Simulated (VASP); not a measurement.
```
CELL_PARAMETERS angstrom
      4.51824     0.00000     0.00000
      0.00000     4.51824     0.00000
      0.00000     0.00000     3.12800
ATOMIC_POSITIONS crystal
  Sn 0.00000 0.00000 0.00000
  Sn 0.50000 0.50000 0.50000
  O  0.30521 0.30521 0.00000
  O  0.80521 0.19479 0.50000
  O  0.19479 0.80521 0.50000
  O  0.69479 0.69479 0.00000
```

Computed with LDA (Ceperley-Alder, Perdew-Zunger), VASP's LDA PAW potentials (set 64) (plane waves; VASP 6.6.1). Settings: 620 eV cut-off, 5×5×7 Γ-centred mesh, Gaussian smearing of 0.050 eV, potentials Sn_d O.

Energy and stress use the plane-wave basis of the starting cell.

Q: The ions, cell shape and volume at an external pressure of 45.0 GPa are relaxed. Predict the relaxed structure.

A: 
```
CELL_PARAMETERS angstrom
      4.44350     0.00000     0.00000
      0.00000     4.44350     0.00000
      0.00000     0.00000     3.10635
ATOMIC_POSITIONS crystal
  Sn 0.00000 0.00000 0.00000
  Sn 0.50000 0.50000 0.50000
  O  0.30550 0.30550 0.00000
  O  0.80550 0.19450 0.50000
  O  0.19450 0.80550 0.50000
  O  0.69450 0.69450 0.00000
```
Space group P4_2/mnm (136), at a tolerance of 0.03 Å.

Q: How do energy and volume change from the first to the last step?

A: The energy (σ→0) changes by +97.8 meV/atom and the volume by -4.0 %, in 11 ionic steps.

| step | E(σ→0) (eV) | max force (eV/Å) | pressure (GPa) | volume (Å³) |
|---|---|---|---|---|
| 1 | -41.6375 | 0.016 | 30.11 | 63.86 |
| 2 | -38.3365 | 0.404 | 99.44 | 55.14 |
| 3 | -41.0939 | 0.076 | 44.33 | 61.50 |
| 4 | -41.0690 | 0.080 | 44.89 | 61.41 |
| 5 | -41.0554 | 0.082 | 45.25 | 61.36 |
| 6 | -41.0355 | 0.163 | 45.29 | 61.28 |
| 7 | -41.0429 | 0.088 | 45.25 | 61.31 |
| 8 | -41.0722 | 0.025 | 44.51 | 61.41 |
| 9 | -41.0732 | 0.021 | 44.44 | 61.41 |
| 10 | -41.0194 | 0.053 | 45.68 | 61.22 |
| 11 | -41.0508 | 0.010 | 44.97 | 61.33 |

The compound is SnO2 in the rutile structure. This run relaxes it under an external pressure of 45 GPa. Symmetry was kept, so distortions that lower it aren't found.
